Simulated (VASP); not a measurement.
Input:

```
DyHo3
1.0
    4.89445     0.00000     0.00000
    0.00000     4.89445     0.00000
    0.00000     0.00000     4.89445
Dy Ho
1 3
Direct
  0.00000   0.00000   0.00000
  0.00000   0.50000   0.50000
  0.50000   0.00000   0.50000
  0.50000   0.50000   0.00000
```

Method: PBEsol GGA, VASP's PBE PAW potentials (set 64) (plane waves; VASP 6.6.1). Run with 400 eV cut-off, 7×7×7 Γ-centred mesh, tetrahedra with Blöchl corrections, potentials Dy_3 Ho_3.

The 4f electrons are frozen in the core of the lanthanide potential, so 4f levels, which can set the real gap, and their magnetism are missing.

Problem. The job: DyHo3 (space group Pm-3m), 4 atoms, PBEsol, static run, 400 eV, 7×7×7 Γ-centred mesh. Roughly how much core time does it take on a busy server core?

Solution. About 80 core-seconds (one run on a shared machine, a rough figure). It had 20 irreducible k-points, 22 bands, up to 2164 plane waves and 20 electronic steps.

The structure comes from a computed database's DyHo3 entry (Pm-3m); how it stands against other phases isn't given here. It was relaxed first, which changed the volume by -6 %.
